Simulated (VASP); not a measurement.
OSZICAR of a VASP run on VBiO$_{4}$ (space group I4_1/amd):

**OSZICAR**
```
       N       E                     dE             d eps       ncg     rms          rms(c)
DAV:   1     0.127370284780E+04    0.12737E+04   -0.37506E+04 11232   0.639E+02
DAV:   2     0.349480968643E+02   -0.12388E+04   -0.11102E+04 11192   0.229E+02
DAV:   3    -0.113172600666E+03   -0.14812E+03   -0.14208E+03 12702   0.857E+01
DAV:   4    -0.117181394129E+03   -0.40088E+01   -0.39967E+01 12816   0.137E+01
DAV:   5    -0.117238564536E+03   -0.57170E-01   -0.57144E-01 16344   0.161E+00    0.734E+01
DAV:   6    -0.108048371517E+03    0.91902E+01   -0.17895E+01 14208   0.328E+01    0.381E+01
DAV:   7    -0.999921319467E+02    0.80562E+01   -0.29084E+01 12582   0.294E+01    0.385E+01
DAV:   8    -0.944884554535E+02    0.55037E+01   -0.12514E+00 12632   0.647E+00    0.115E+01
DAV:   9    -0.935753117284E+02    0.91314E+00   -0.48930E-01 13008   0.360E+00    0.180E+00
DAV:  10    -0.935866861619E+02   -0.11374E-01   -0.20592E-01 13312   0.106E+00    0.162E+00
DAV:  11    -0.935844264816E+02    0.22597E-02   -0.52894E-03 13816   0.223E-01    0.458E-01
DAV:  12    -0.935828024984E+02    0.16240E-02   -0.14328E-03 13968   0.154E-01    0.161E-01
DAV:  13    -0.935826808208E+02    0.12168E-03   -0.24932E-04 14088   0.776E-02    0.150E-01
DAV:  14    -0.935826483183E+02    0.32502E-04   -0.92872E-05 12968   0.291E-02    0.374E-02
DAV:  15    -0.935826281492E+02    0.20169E-04   -0.16171E-05 13264   0.250E-02    0.166E-02
DAV:  16    -0.935826274576E+02    0.69167E-06   -0.28384E-06 12760   0.394E-03    0.800E-03
DAV:  17    -0.935826264075E+02    0.10500E-05   -0.45747E-07 13696   0.413E-03    0.242E-03
DAV:  18    -0.935826263960E+02    0.11523E-07   -0.12206E-07 12096   0.754E-04
   1 F= -.93582626E+02 E0= -.93582626E+02  d E =-.301777E-50
 imaginary and real dielectric function
```

Question: Which electronic solver shows in the log?

Answer: It is blocked Davidson (ALGO = Normal, or the opening steps of other solvers). The INCAR had ALGO = Normal.

Question: How was spin treated?

Answer: Without spin polarisation: there is no mag entry.

Question: Can the final energy be trusted as converged?

Answer: The run converged. It stopped with EDIFF = 1E-7, NELM = 100 (PBEsol GGA, plane waves, VASP's PBE PAW potentials (set 64)). The dielectric response may not be converged in the k-mesh; for small gaps it tends to come out too large.

The structure comes from a computed database's VBiO4 entry (I4_1/amd); how it stands against other phases isn't given here. It was relaxed first. The run is not spin-polarised, so no magnetic state was tried.
